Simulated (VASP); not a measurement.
These are r2SCAN meta-GGA, VASP's PBE PAW potentials (set 64) (plane waves; VASP) values and carry that method's errors.

VASP ran on this input.

File KPOINTS:
```
Automatic mesh
0
G
6 6 6
```

### INCAR
```
ALGO = Normal
CSHIFT = 0.1
EDIFF = 1E-7
ENCUT = 520
ISMEAR = 0
LASPH = .TRUE.
LCHARG = .FALSE.
LMAXMIX = 4
LMIXTAU = .TRUE.
LOPTICS = .TRUE.
LPEAD = .TRUE.
LREAL = .FALSE.
LWAVE = .FALSE.
METAGGA = R2SCAN
NBANDS = 69
NEDOS = 1001
NELM = 100
PREC = Accurate
SIGMA = 0.01
SYSTEM = TlIO3
```

### POSCAR
```
TlIO3
1
    3.1469663230     1.8169015121     2.6628131313
   -3.1469663230     1.8169015121     2.6628131313
    0.0000000000    -3.6338040251     2.6628131328
Tl I O
1 1 3
Direct
  0.0083690237   0.0083690237   0.0083690237
  0.5021140965   0.5021140965   0.5021140965
  0.9036999321   0.4617434738   0.4617434738
  0.4617434738   0.9036999321   0.4617434738
  0.4617434738   0.4617434738   0.9036999321
```

POTCAR, in this order: Tl_d I O (PBE.64 set). Program: vasp_std.

Output

### OSZICAR
```
       N       E                     dE             d eps       ncg     rms          rms(c)
DAV:   1     0.163884657496E+03    0.16388E+03   -0.16122E+04  4416   0.514E+02
DAV:   2    -0.102025277541E+03   -0.26591E+03   -0.24873E+03  5135   0.175E+02
DAV:   3    -0.116274823241E+03   -0.14250E+02   -0.14070E+02  5376   0.366E+01
DAV:   4    -0.116377574615E+03   -0.10275E+00   -0.10272E+00  5232   0.306E+00
DAV:   5    -0.116378916260E+03   -0.13416E-02   -0.13416E-02  5198   0.345E-01    0.306E+01
DAV:   6    -0.101644754711E+03    0.14734E+02   -0.37685E+00  5039   0.105E+01    0.157E+01
DAV:   7    -0.979422908897E+02    0.37025E+01   -0.17005E+00  5264   0.379E+00    0.948E+00
DAV:   8    -0.102361702294E+03   -0.44194E+01   -0.59008E-01  4591   0.288E+00    0.200E+00
DAV:   9    -0.974354638756E+02    0.49262E+01   -0.48366E-01  4611   0.242E+00    0.107E+00
DAV:  10    -0.985415866831E+02   -0.11061E+01   -0.25945E-01  4491   0.181E+00    0.116E+00
DAV:  11    -0.985585475907E+02   -0.16961E-01   -0.77709E-03  5344   0.265E-01    0.757E-01
DAV:  12    -0.986369409960E+02   -0.78393E-01   -0.16791E-02  4666   0.500E-01    0.398E-01
DAV:  13    -0.986465695398E+02   -0.96285E-02   -0.18269E-03  5088   0.166E-01    0.101E-01
DAV:  14    -0.986487687032E+02   -0.21992E-02   -0.38172E-04  4958   0.723E-02    0.939E-02
DAV:  15    -0.986489699584E+02   -0.20126E-03   -0.73953E-05  4795   0.338E-02    0.111E-01
DAV:  16    -0.986502353696E+02   -0.12654E-02   -0.24019E-04  4699   0.640E-02    0.464E-02
DAV:  17    -0.986505250364E+02   -0.28967E-03   -0.12064E-04  4920   0.446E-02    0.785E-03
DAV:  18    -0.986505193456E+02    0.56907E-05   -0.42067E-06  5403   0.622E-03    0.742E-03
DAV:  19    -0.986505326572E+02   -0.13312E-04   -0.18357E-06  4744   0.550E-03    0.553E-03
DAV:  20    -0.986505453918E+02   -0.12735E-04   -0.34004E-06  4686   0.777E-03    0.337E-03
DAV:  21    -0.986505453980E+02   -0.61814E-08   -0.13616E-07  5376   0.117E-03
   1 F= -.98650545E+02 E0= -.98650545E+02  d E =-.458067E-28
 imaginary and real dielectric function
```

File OUTCAR:
```
------------------------ aborting loop because EDIFF is reached ----------------------------------------
  FORCE on cell =-STRESS in cart. coord.  units (eV):
  Direction    XX          YY          ZZ          XY          YZ          ZX
  --------------------------------------------------------------------------------------
  Total        0.0603462      0.0603462      0.0159182      0.0000000     -0.0000000      0.0000000
  in kB        1.0583875      1.0583875      0.2791832      0.0000000     -0.0000000      0.0000000
  external PRESSURE =       0.7986527 kB  Pullay stress =       0.0000000 kB
  volume of cell :       91.35
      direct lattice vectors                 reciprocal lattice vectors
     3.146966323  1.816901512  2.662813131     0.158883175  0.091731244  0.125180907
    -3.146966323  1.816901512  2.662813131    -0.158883175  0.091731244  0.125180907
     0.000000000 -3.633804025  2.662813133     0.000000000 -0.183462488  0.125180873
 POSITION                                       TOTAL-FORCE (eV/Angst)
 -----------------------------------------------------------------------------------
      0.00000     -0.00000      0.06686        -0.000000     -0.000000      0.010159
      0.00000     -0.00000      4.01111        -0.000000     -0.000000      0.002992
      1.39082      0.80299      4.86546        -0.003121     -0.001802     -0.004384
     -1.39082      0.80299      4.86546         0.003121     -0.001802     -0.004384
      0.00000     -1.60598      4.86546        -0.000000      0.003604     -0.004384
 -----------------------------------------------------------------------------------
    total drift:                                0.000000      0.000015      0.000311
  FREE ENERGIE OF THE ION-ELECTRON SYSTEM (eV)
  ---------------------------------------------------
  free  energy   TOTEN  =       -98.6505453980 eV

  energy  without entropy=      -98.6505453980  energy(sigma->0) =      -98.65054540

 plasma frequency squared (from intraband transitions) (eV^2)
  --------------------------------------------------------------------------------------
       0.000       0.000       0.000
       0.000       0.000       0.000
       0.000       0.000       0.000

 plasma frequency squared (from interband transitions, int dw w eps(2)(w)) (eV^2)
  --------------------------------------------------------------------------------------
     432.056       0.000      -0.000       0.000       0.000      -0.000
      -0.000       0.000     432.056       0.000      -0.000      -0.000
      -0.000       0.000      -0.000       0.000     423.650       0.000
```
(Selected blocks of OUTCAR.)

OUTCAR:
```
 val. band max:        2.8310996606   @ k =   0.5000   0.5000   0.5000

 cond. band min:       5.8780532398   @ k =   0.5000   0.5000   0.5000


 Fermi energy:         2.9050593184

 k-point     1 :       0.0000    0.0000    0.0000
  band No.  band energies     occupation
      1     -18.3549      2.00000
      2     -15.4184      2.00000
      3     -15.4184      2.00000
      4      -6.8124      2.00000
      5      -6.5500      2.00000
      6      -6.5500      2.00000
      7      -6.5063      2.00000
      8      -6.5063      2.00000
      9      -6.5049      2.00000
     10      -3.4658      2.00000
     11      -3.4319      2.00000
     12      -3.4319      2.00000
     13      -0.0539      2.00000
     14       1.0336      2.00000
     15       1.0336      2.00000
     16       1.2386      2.00000
     17       1.2386      2.00000
     18       1.3322      2.00000
     19       1.5949      2.00000
     20       9.7894      0.00000
     21      10.0304      0.00000
     22      10.0304      0.00000
     23      10.4331      0.00000
     24      10.4331      0.00000
     25      10.6478      0.00000
     26      13.3144      0.00000
     27      13.3144      0.00000
     28      14.1620      0.00000
     29      14.1620      0.00000
     30      14.8023      0.00000
     31      15.5603      0.00000
     32      19.4593      0.00000
     33      21.0845      0.00000
     34      21.0845      0.00000
     35      21.2086      0.00000
     36      21.4778      0.00000
     37      21.4779      0.00000
     38      21.5615      0.00000
     39      22.2593      0.00000
     40      22.2593      0.00000
     41      23.2759      0.00000
     42      23.5457      0.00000
     43      23.5457      0.00000
     44      26.7110      0.00000
     45      28.9188      0.00000
     46      28.9188      0.00000
     47      29.1423      0.00000
     48      29.1423      0.00000
     49      29.2284      0.00000
     50      31.4208      0.00000
     51      31.7811      0.00000
...
```

Unless said otherwise, spin-orbit coupling is left out, though it shifts the bands of the heavy elements here.

The structure comes from a computed database's TlIO3 entry (R3m); how it stands against other phases isn't given here. It was relaxed first.
